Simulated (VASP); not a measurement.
# MgI2: structure and properties in VASP, part 3 of 7

What structure does MgI2 take at this level, and what are its properties? The start is a cell from a database of measured crystal structures.

VASP 6.6.1, plane waves and PAW; the level of theory is named at each step.

So far, gap on the k-mesh (eV): step 2 (full relaxation (AM05 + D4)) 3.60.

The database entry behind the starting cell has ideal inner coordinates that were not refined, so it need not match the best structure at ambient conditions.

## 5. Density of states (AM05 + D4)

Level of this step: AM05 with D4; plane waves and PAW (I, Mg) (VASP).

Here the states are counted by energy and projected on the atoms. The mesh is finer than in the run before.

INCAR reads:

```
SYSTEM = MgI2
PREC = Accurate
ENCUT = 400
EDIFF = 1E-06
NELM = 100
ISMEAR = -5
SIGMA = 0.05
LREAL = .FALSE.
ALGO = Normal
GGA = AM
IVDW = 13
LORBIT = 11
LWAVE = .FALSE.
LCHARG = .FALSE.
NEDOS = 2001
```

POSCAR reads:

```
MgI2
1.0
    4.1226219969      0.0000000000      0.0000000000
   -2.0613109984      3.5702953795      0.0000000000
    0.0000000000      0.0000000000      6.9637543950
I Mg
2 1
Direct
    0.6666666667      0.3333333333      0.7608283187
    0.3333333333      0.6666666667      0.2391716813
    0.0000000000      0.0000000000      0.0000000000
```

KPOINTS reads:

```
Automatic mesh
0
Gamma
9 9 5
0 0 0
```

PAW data sets: I and Mg (PBE family, release 64).

Command:

```
$ mpirun -np 1 vasp_std
```

The program printed:

```text
[... set-up lines as in an earlier step ...]
 entering main loop
       N       E                     dE             d eps       ncg     rms          rms(c)
DAV:   1     0.715562977986E+02    0.71556E+02   -0.50783E+03  1200   0.840E+02
DAV:   2    -0.250816508613E+01   -0.74064E+02   -0.69528E+02  1796   0.140E+02
DAV:   3    -0.784256596230E+01   -0.53344E+01   -0.53135E+01  1544   0.452E+01
DAV:   4    -0.794123824269E+01   -0.98672E-01   -0.98652E-01  1620   0.775E+00
DAV:   5    -0.794274288317E+01   -0.15046E-02   -0.15046E-02  1520   0.942E-01    0.419E+00
DAV:   6    -0.780803785390E+01    0.13471E+00   -0.14886E-01  1328   0.212E+00    0.271E+00
DAV:   7    -0.777825984528E+01    0.29778E-01   -0.13682E-01  1388   0.209E+00    0.704E-01
DAV:   8    -0.777689041619E+01    0.13694E-02   -0.87893E-03  1392   0.576E-01    0.252E-01
DAV:   9    -0.777701875080E+01   -0.12833E-03   -0.85368E-04  1516   0.229E-01    0.828E-02
DAV:  10    -0.777700726155E+01    0.11489E-04   -0.27114E-05  1464   0.422E-02    0.296E-02
DAV:  11    -0.777701987038E+01   -0.12609E-04   -0.19186E-05  1352   0.323E-02    0.175E-02
DAV:  12    -0.777702092809E+01   -0.10577E-05   -0.87953E-07  1180   0.628E-03    0.798E-03
DAV:  13    -0.777702185662E+01   -0.92853E-06   -0.90358E-07  1016   0.617E-03
   1 F= -.82851798E+01 E0= -.82851798E+01  d E =0.000000E+00
```

Run time: 46 s. Hardware: 1 MPI rank of AMD EPYC 7R43, shared host; peak memory 0.17 GiB.

From OUTCAR (step 5):

```text
   k-points           NKPTS =     50   k-points in BZ     NKDIM =     50   number of bands    NBANDS=     12

   NELECT =      16.0000    total number of electrons

 E-fermi :   2.2352

 k-point     1 :       0.0000    0.0000    0.0000
  band No.  band energies     occupation
    ...
      4       1.8608      2.00000
      5       1.8608      2.00000
      6       2.2003      2.00000
      7       2.2325      2.00000
      8       2.2325      2.00000
      9       6.0491      0.00000
     10       7.0537      0.00000
     11       9.0025      0.00000
     12       9.0025      0.00000

  DFT-D4 for vdW energy calculation

  Edisp (eV):   -0.50816

  Total      -0.01424    -0.01424     0.02018    -0.00000     0.00000     0.00000
  in kB      -0.22263    -0.22263     0.31544    -0.00000     0.00000     0.00000
  external pressure =       -0.04 kB  Pullay stress =        0.00 kB

 POSITION                                       TOTAL-FORCE (eV/Angst)
 -----------------------------------------------------------------------------------
      2.06131      1.19010      5.29822        -0.000000      0.000000      0.008571
     -0.00000      2.38020      1.66553         0.000000      0.000000     -0.008571
      0.00000      0.00000      0.00000         0.000000      0.000000      0.000000
 -----------------------------------------------------------------------------------
    total drift:                                0.000000     -0.000000      0.000000

  FREE ENERGIE OF THE ION-ELECTRON SYSTEM (eV)
  ---------------------------------------------------
  free  energy   TOTEN  =        -8.2851797528 eV

  energy  without entropy=       -8.2851797528  energy(sigma->0) =       -8.28517975

[... 6 parts as in an earlier step ...]

[... 10 further parts left out ...]
```

This step gave:

```yaml
irreducible_k_points: 50
free_energy_toten: -8.285 eV
fermi_energy: 2.235 eV
pressure: -0.004327 GPa
conduction_bottom_at_k: 0, 0.4444, 0.4
gap_on_the_k_mesh: 3.612 eV
```

The density of states has structure finer than the step of the table below, so its rows give means over 0.5 eV, whole bins alone (the curve runs from -12.0 to 6.14 eV). Peaks (eV: height): total -11.17: 18.2, -3.37: 5.36, -0.75: 8.06, -0.54: 10.0, 4.57: 2.61, 5.86: 3.28; I p -3.37: 1.80, -0.75: 4.33, -0.54: 5.62; I s -11.17: 13.7.

States under -12.0 eV and over 6.1 eV are left out. Table of density of states by energy, zero at the valence-band top; means over each step; values in states/eV/cell:

```
energy (eV)   total      I p      I s
      -11.5    4.47  0.00837     3.24
      -11.0    2.34  0.00203     1.76
      -10.5       0        0        0
      -10.0       0        0        0
       -9.5       0        0        0
       -9.0       0        0        0
       -8.5       0        0        0
       -8.0       0        0        0
       -7.5       0        0        0
       -7.0       0        0        0
       -6.5       0        0        0
       -6.0       0        0        0
       -5.5       0        0        0
       -5.0       0        0        0
       -4.5       0        0        0
       -4.0       0        0        0
       -3.5    2.20    0.740   0.0330
       -3.0    3.14     1.14   0.0792
       -2.5    1.78    0.720   0.0109
       -2.0    2.38     1.04   0.0109
       -1.5    3.56     1.68   0.0159
       -1.0    4.15     2.14   0.0104
       -0.5    5.81     3.25  0.00924
        0.0   0.917    0.544   5.8e-4
        0.5       0        0        0
        1.0       0        0        0
        1.5       0        0        0
        2.0       0        0        0
        2.5       0        0        0
        3.0       0        0        0
        3.5  0.0861  0.00779  0.00167
        4.0    1.32    0.152   0.0207
        4.5    2.10    0.309   0.0572
        5.0   0.679   0.0801   0.0405
        5.5    1.98   0.0887    0.105
```

The gap on this mesh is 3.61 eV. In the top eV of the valence band the largest shares in the PAW spheres are I p 55 %. The rest lies in smaller channels or between the spheres.

## 6. Vibrations at Γ (AM05 + D4)

Zone-centre modes test whether the atoms sit at a minimum within this cell. IBRION = 6 takes the force constants from differences of forces between displaced cells, so the forces must be tight.

INCAR reads:

```
SYSTEM = MgI2
PREC = Accurate
ENCUT = 400
EDIFF = 1E-08
NELM = 100
ISMEAR = -1
SIGMA = 0.05
LREAL = .FALSE.
ALGO = Normal
GGA = AM
IVDW = 13
LORBIT = 11
LWAVE = .FALSE.
LCHARG = .FALSE.
IBRION = 6
NFREE = 2
POTIM = 0.015
ISIF = 2
NSW = 1
```

POSCAR is that of step 5.

KPOINTS reads:

```
Automatic mesh
0
Gamma
6 6 4
0 0 0
```

Command:

```
$ mpirun -np 1 vasp_std
```

The program printed:

```text
[... set-up lines as in an earlier step ...]
 entering main loop
       N       E                     dE             d eps       ncg     rms          rms(c)
[... 11 cycles as in an earlier step ...]
DAV:  12    -0.777581360831E+01   -0.10553E-05   -0.10110E-06   736   0.632E-03    0.807E-03
DAV:  13    -0.777581410545E+01   -0.49714E-06   -0.19755E-07   648   0.289E-03    0.104E-03
DAV:  14    -0.777581437501E+01   -0.26956E-06   -0.41068E-07   636   0.456E-03    0.338E-03
DAV:  15    -0.777581434701E+01    0.28003E-07   -0.90158E-09   524   0.669E-04    0.230E-03
DAV:  16    -0.777581430355E+01    0.43455E-07   -0.43241E-09   412   0.449E-04    0.597E-04
DAV:  17    -0.777581428551E+01    0.18038E-07   -0.31875E-09   432   0.402E-04    0.378E-04
DAV:  18    -0.777581428964E+01   -0.41273E-08   -0.28047E-10   352   0.157E-04
   1 F= -.82839722E+01 E0= -.82839722E+01  d E =-.435910E-10
 Found     4 degrees of freedom:
 Finite differences POTIM= 0.01500 DOF=   4
 bond charge predicted
       N       E                     dE             d eps       ncg     rms          rms(c)
DAV:   1    -0.777524449402E+01    0.56979E-03   -0.16363E-01  1924   0.241E+00    0.105E-01
DAV:   2    -0.777564069130E+01   -0.39620E-03   -0.41970E-03  2180   0.476E-01    0.369E-02
DAV:   3    -0.777563560359E+01    0.50877E-05   -0.46598E-05  2248   0.601E-02    0.220E-02
DAV:   4    -0.777563111283E+01    0.44908E-05   -0.23204E-05  2236   0.350E-02    0.705E-03
DAV:   5    -0.777563153410E+01   -0.42127E-06   -0.38610E-06  2148   0.129E-02    0.253E-03
DAV:   6    -0.777563150244E+01    0.31660E-07   -0.15715E-07  2352   0.334E-03    0.119E-03
DAV:   7    -0.777563148950E+01    0.12943E-07   -0.13740E-07  2156   0.256E-03    0.394E-04
DAV:   8    -0.777563149058E+01   -0.10828E-08   -0.18253E-08  1700   0.949E-04
   2 F= -.82837899E+01 E0= -.82837899E+01  d E =-.439645E-10
[...]
3 F= -.82837899E+01 E0= -.82837899E+01  d E =-.439659E-10
[...]
4 F= -.82836430E+01 E0= -.82836430E+01  d E =-.512615E-10
[...]
5 F= -.82833658E+01 E0= -.82833658E+01  d E =-.394290E-10
[...]
6 F= -.82836792E+01 E0= -.82836792E+01  d E =-.438093E-10
[...]
7 F= -.82836792E+01 E0= -.82836792E+01  d E =-.438109E-10
[...]
8 F= -.82833115E+01 E0= -.82833115E+01  d E =-.483270E-10
 Finite differences progress:
  Degree of freedom:   4/  4
  Displacement:        1/  2
  Total:               7/  8
 bond charge predicted
       N       E                     dE             d eps       ncg     rms          rms(c)
DAV:   1    -0.777562880508E+01   -0.47635E-03   -0.31919E-02   612   0.138E+00    0.163E-01
DAV:   2    -0.777531807121E+01    0.31073E-03   -0.21410E-03   720   0.354E-01    0.597E-02
DAV:   3    -0.777519334056E+01    0.12473E-03   -0.53116E-04   908   0.218E-01    0.403E-02
DAV:   4    -0.777517571264E+01    0.17628E-04   -0.18105E-04   720   0.103E-01    0.429E-02
DAV:   5    -0.777515698378E+01    0.18729E-04   -0.16666E-05   684   0.429E-02    0.803E-03
DAV:   6    -0.777515097710E+01    0.60067E-05   -0.19184E-05   816   0.540E-02    0.129E-02
DAV:   7    -0.777515219878E+01   -0.12217E-05   -0.13114E-05   632   0.222E-02    0.365E-03
DAV:   8    -0.777515246714E+01   -0.26836E-06   -0.51648E-07   664   0.655E-03    0.637E-03
DAV:   9    -0.777515246855E+01   -0.14129E-08   -0.26693E-07   676   0.335E-03    0.288E-03
DAV:  10    -0.777515247016E+01   -0.16096E-08   -0.13193E-08   464   0.888E-04
   9 F= -.82833115E+01 E0= -.82833115E+01  d E =-.483482E-10
 Finite differences progress:
  Degree of freedom:   4/  4
  Displacement:        2/  2
  Total:               8/  8
```

Wall time 4 min (1 MPI rank); peak memory 0.23 GiB.

OUTCAR, selected parts (step 6):

```text
   NELECT =      16.0000    total number of electrons

 E-fermi :   3.3246

 k-point     1 :       0.0000    0.0000    0.0000
  band No.  band energies     occupation
    ...
      4       1.8568      2.00000
      5       1.8568      2.00000
      6       2.2013      2.00000
      7       2.2379      2.00000
      8       2.2379      2.00000
      9       6.0490      0.00000
     10       7.0546      0.00000
     11       9.0017      0.00000
     12       9.0017      0.00000

  DFT-D4 for vdW energy calculation

  Edisp (eV):   -0.50816

  Total      -0.00592    -0.00592     0.01328    -0.00000     0.00000    -0.00000
  in kB      -0.09255    -0.09255     0.20756    -0.00000     0.00000    -0.00000
  external pressure =        0.01 kB  Pullay stress =        0.00 kB

 POSITION                                       TOTAL-FORCE (eV/Angst)
 -----------------------------------------------------------------------------------
      2.06131      1.19010      5.29822         0.000000     -0.000000     -0.034993
     -0.00000      2.38020      1.66553        -0.000000      0.000000     -0.053171
      0.00000      0.00000     -0.01500         0.000000      0.000000      0.088164
 -----------------------------------------------------------------------------------
    total drift:                               -0.000000      0.000000     -0.000014

  FREE ENERGIE OF THE ION-ELECTRON SYSTEM (eV)
  ---------------------------------------------------
  free  energy   TOTEN  =        -8.2833115489 eV

  energy  without entropy=       -8.2833115489  energy(sigma->0) =       -8.28331155

 Eigenvectors and eigenvalues of the dynamical matrix
 ----------------------------------------------------

   1 f  =    8.045224 THz    50.549633 2PiTHz  268.359784 cm-1    33.272358 meV
             X         Y         Z           dx          dy          dz
      2.061311  1.190098  5.298222    -0.000000    0.000000   -0.208916
     -0.000000  2.380197  1.665533    -0.000000    0.000000   -0.208916
      0.000000  0.000000  0.000000     0.000000   -0.000000    0.955357

   2 f  =    5.358067 THz    33.665726 2PiTHz  178.725866 cm-1    22.159173 meV
             X         Y         Z           dx          dy          dz
      2.061311  1.190098  5.298222     0.168595    0.123226   -0.000000
     -0.000000  2.380197  1.665533     0.168595    0.123226    0.000000
      0.000000  0.000000  0.000000    -0.771330   -0.563766   -0.000000

   3 f  =    5.358067 THz    33.665726 2PiTHz  178.725866 cm-1    22.159173 meV
             X         Y         Z           dx          dy          dz
      2.061311  1.190098  5.298222    -0.123226    0.168595   -0.000000
     -0.000000  2.380197  1.665533    -0.123226    0.168595   -0.000000
      0.000000  0.000000  0.000000     0.563766   -0.771330   -0.000000

   4 f  =    3.214464 THz    20.197072 2PiTHz  107.222975 cm-1    13.293949 meV
             X         Y         Z           dx          dy          dz
      2.061311  1.190098  5.298222    -0.000000    0.000000   -0.707107
     -0.000000  2.380197  1.665533     0.000000    0.000000    0.707107
      0.000000  0.000000  0.000000     0.000000    0.000000    0.000000

   5 f  =    1.936654 THz    12.168355 2PiTHz   64.599820 cm-1     8.009353 meV
             X         Y         Z           dx          dy          dz
      2.061311  1.190098  5.298222     0.570879    0.417249   -0.000000
     -0.000000  2.380197  1.665533    -0.570879   -0.417249    0.000000
      0.000000  0.000000  0.000000     0.000000   -0.000000    0.000000

   6 f  =    1.936654 THz    12.168355 2PiTHz   64.599820 cm-1     8.009353 meV
             X         Y         Z           dx          dy          dz
      2.061311  1.190098  5.298222     0.417249   -0.570879   -0.000000
     -0.000000  2.380197  1.665533    -0.417249    0.570879    0.000000
      0.000000  0.000000  0.000000     0.000000   -0.000000    0.000000

   7 f/i=    0.001431 THz     0.008992 2PiTHz    0.047739 cm-1     0.005919 meV
             X         Y         Z           dx          dy          dz
      2.061311  1.190098  5.298222    -0.000000   -0.000000   -0.675540
     -0.000000  2.380197  1.665533    -0.000000   -0.000000   -0.675540
      0.000000  0.000000  0.000000    -0.000000   -0.000000   -0.295452

   8 f/i=    0.001659 THz     0.010422 2PiTHz    0.055327 cm-1     0.006860 meV
             X         Y         Z           dx          dy          dz
      2.061311  1.190098  5.298222    -0.177552    0.651818   -0.000000
     -0.000000  2.380197  1.665533    -0.177552    0.651818   -0.000000
      0.000000  0.000000  0.000000    -0.077617    0.284944   -0.000000

   9 f/i=    0.001659 THz     0.010422 2PiTHz    0.055327 cm-1     0.006860 meV
             X         Y         Z           dx          dy          dz
      2.061311  1.190098  5.298222     0.651818    0.177552   -0.000000
     -0.000000  2.380197  1.665533     0.651818    0.177552   -0.000000
      0.000000  0.000000  0.000000     0.284944    0.077617   -0.000000

 ELASTIC MODULI CONTR FROM IONIC RELAXATION (kBar)
 Direction    XX          YY          ZZ          XY          YZ          ZX
 --------------------------------------------------------------------------------
 XX         -78.5470    -73.7850   -162.7638     -0.0000     17.9577      0.0000
 YY         -73.7850    -78.5470   -162.7638     -0.0000    -17.9577     -0.0000
 ZZ        -162.7638   -162.7638   -347.8197     -0.0000      0.0000     -0.0000
 XY          -0.0000     -0.0000     -0.0000     -2.3810     -0.0000     17.9577
 YZ          17.9577    -17.9577      0.0000     -0.0000   -135.4379     -0.0000
 ZX           0.0000     -0.0000     -0.0000     17.9577     -0.0000   -135.4378
 --------------------------------------------------------------------------------

[... 9 parts as in an earlier step ...]

[... 8 further parts left out ...]
```

The last energy, forces, stress and levels in OUTCAR belong to the last displaced cell, not to the cell of POSCAR.

This step gave:

| Item | Value |
| --- | --- |
| irreducible k-points | 24 |
| pressure of the cell | -0.001190 GPa |
| largest force of the cell | 0.009447 eV/Å |

Transverse limit, no LO-TO splitting. The modes at Γ (shares of kinetic energy by element, %):

```
mode  frequency (cm⁻¹)  symmetry  I %  Mg %
   1              -0.1  acoustic   91     9
   2              -0.1  acoustic   91     9
   3               0.0  acoustic   91     9
   4              64.6        Eg  100     0
   5              64.6        Eg  100     0
   6             107.2       A1g  100     0
   7             178.7        Eu    9    91
   8             178.7        Eu    9    91
   9             268.4       A2u    9    91
```

Displacements in mode 4 (64.6 cm⁻¹), the largest set to 1:
```
I1   0.73 -1.00  0.00
I2  -0.73  1.00  0.00
Mg3  0.00  0.00  0.00
```

Displacements in mode 9 (268.4 cm⁻¹), the largest set to 1:
```
I1   0.00  0.00 -0.10
I2   0.00  0.00 -0.10
Mg3  0.00  0.00  1.00
```

The three acoustic modes lie within 0.1 cm⁻¹ of zero, and all others are real. By the characters of their eigenvectors the optical modes sort into (cm⁻¹) Raman active: Eg 65, A1g 107; infrared active: Eu 179, A2u 268. With a centre of inversion no mode is active in both.

[end of part 3 of 7]

[Lines on the potential files, build, host, timing and source positions are cut from VASP's logs without a mark.]

[Logs are printed without paths, hosts, clocks, repeated set-up lines and the standing remarks that a program may print on its own settings, such as how far it seeks lower states.]

[Hosts, paths, dates, database ids (printed as entryN), source tags and the programs' standing remarks are cut or masked in the printed files.]

[A measured line is paired with the nearest computed mode of its activity, which favours agreement.]

[In band tables of VASP the shares of atoms and orbitals are scaled to a sum of 1 inside the atoms' spheres.]
